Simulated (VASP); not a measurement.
Given:

```
CELL_PARAMETERS angstrom
      3.89204    -2.11944     0.00000
      3.89204     2.11944     0.00000
      2.73789     0.00000     3.48483
ATOMIC_POSITIONS crystal
  Sb 0.23350 0.23350 0.23350
  Sb 0.76650 0.76650 0.76650
```

The numbers are results of PBE GGA, VASP's PBE PAW potentials (set 64) (plane waves; VASP 6.6.1), not measurements. Run with 300 eV cut-off, 8×8×8 Γ-centred mesh, Fermi-Dirac smearing of 0.10 eV, potentials Sb.

Question: Give the force on each atom (eV/Å).

Answer: 
| atom | Fx | Fy | Fz |
|---|---|---|---|
| Sb1 | 0.489 | 0.000 | 0.162 |
| Sb2 | -0.489 | 0.000 | -0.162 |

Question: Give the stress tensor in GPa (positive for a compressed cell).

Answer: 
```
 5.64   0.00  -0.32
 0.00   6.60   0.00
-0.32   0.00   6.49
```
The pressure is its mean diagonal, 6.24 GPa.

The structure is a typed Sb crystal (R-3m). The cell was not relaxed at this level.
